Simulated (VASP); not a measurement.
# BH₂SF: harmonic vibrations of a molecule

BH₂SF, molecule in box, 5 atoms in the cell. PBE, harmonic vibrations; PAW potentials F, B, S, H (PBE set).

## Input

INCAR.step1:
```
PREC = Accurate ; ENCUT = 400
EDIFF = 1E-8 ; ISMEAR = 0
SIGMA = 0.01 ; ISYM = 0
LREAL = False ; LASPH = True
NELM = 100 ; ALGO = Normal
LWAVE = False ; LCHARG = False
IBRION = 2 ; NSW = 60
ISIF = 2 ; EDIFFG = -0.002
POTIM = 0.5
```

INCAR.step2, as INCAR.step1 but for:
```
- IBRION = 2
- NSW = 60
- ISIF = 2
- EDIFFG = -0.002
- POTIM = 0.5
+ IBRION = 5
+ NFREE = 2
+ POTIM = 0.015
+ NSW = 1
```

KPOINTS:
```
k-points
0
Gamma
  1 1 1
```

POSCAR.step1:
```
BH2SF
1.0
   12.0000000000      0.0000000000      0.0000000000
    0.0000000000     11.0000000000      0.0000000000
    0.0000000000      0.0000000000     12.0000000000
F B S H
1 1 1 2
Direct
    0.3993958300      0.4151090900      0.4152125000
    0.4582541700      0.4666363600      0.4954708300
    0.5736875000      0.5609727300      0.4560291700
    0.4333208300      0.4492000000      0.5904541700
    0.6027708300      0.5887090900      0.5609458300
```

Commands (each step's output is kept before the next begins):
```
cat potpaw_PBE.64/F/POTCAR potpaw_PBE.64/B/POTCAR potpaw_PBE.64/S/POTCAR potpaw_PBE.64/H/POTCAR > POTCAR
cp INCAR.step1 INCAR
cp POSCAR.step1 POSCAR
mpirun -np 4 vasp_gam > vasp.out
cp CONTCAR POSCAR
cp INCAR.step2 INCAR
mpirun -np 4 vasp_gam > vasp.out
```

## Result

- Vibrations (cm⁻¹; a negative value is imaginary): 2644, 2594, 1243, 1054, 854, 802, 722, 422, 333
- Zero-point energy (eV): 0.661
- Translations and rotations, which should read zero (cm⁻¹): -20, -6, -3, 4, 12, 24
- Vibrational entropy at 298 K (meV/K): 0.125
- Displaced cells: 30
- Ionic steps, all stages: 52
- Electronic steps, all stages: 846

VASP 6.6.1 took 678 s on 4 cores (Intel Xeon Platinum 8488C (Sapphire Rapids)), a shared host.
